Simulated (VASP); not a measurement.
Level of theory: PBE GGA, VASP's PBE PAW potentials (set 64) (plane waves; VASP).

Input for VASP

### KPOINTS
```
Automatic mesh
0
G
 3 3 3
```

POSCAR:
```
HfO2
1
    5.1597900000     0.0000000000     0.0000000000
    0.0000000000     4.9714480000     0.0000000000
    0.0000000000     0.0000000000     4.9802770000
Hf O
4 8
Direct
  0.0300000000   0.2670000000   0.2500000000
  0.9700000000   0.7330000000   0.7500000000
  0.5300000000   0.7330000000   0.2500000000
  0.4700000000   0.2670000000   0.7500000000
  0.3610000000   0.0680000000   0.1060000000
  0.6390000000   0.9320000000   0.6060000000
  0.8610000000   0.9320000000   0.1060000000
  0.1390000000   0.0680000000   0.6060000000
  0.2290000000   0.5370000000   0.0000000000
  0.7710000000   0.4630000000   0.5000000000
  0.7290000000   0.4630000000   0.0000000000
  0.2710000000   0.5370000000   0.5000000000
```

### INCAR
```
SYSTEM = HfO2
PREC = Accurate
ENCUT = 240
EDIFF = 1E-6
NELM = 100
ALGO = Normal
LREAL = .FALSE.
LASPH = .TRUE.
ISMEAR = 0
SIGMA = 0.272
GGA = PE
LMAXMIX = 6
LWAVE = .FALSE.
LCHARG = .FALSE.
ISIF = 2
```

POTCAR, in this order: Hf_pv O (PBE.64 set). Program: vasp_std.

What will the output report for the number of irreducible k-points (NKPTS), largest plane-wave count, number of space-group operations, FFT grid (NGX, NGY, NGZ)?

```yaml
number of irreducible k-points (NKPTS): 8
largest_plane_wave_count: 1089
number_of_space_group_operations: 4
FFT grid (NGX, NGY, NGZ): 28 × 28 × 28
```

The structure was generated: HfO2 was put into an ordered model structure, which need not be its known phase. The cell was not relaxed at this level, and its volume differs by -4.4 % from the start's. The k-mesh is coarse (spacing up to 0.42 per Å, 2π included), so the numbers may not be converged in it. The run is one of a series of settings (ENCUT = 240 against the base run), some of them coarse on purpose.
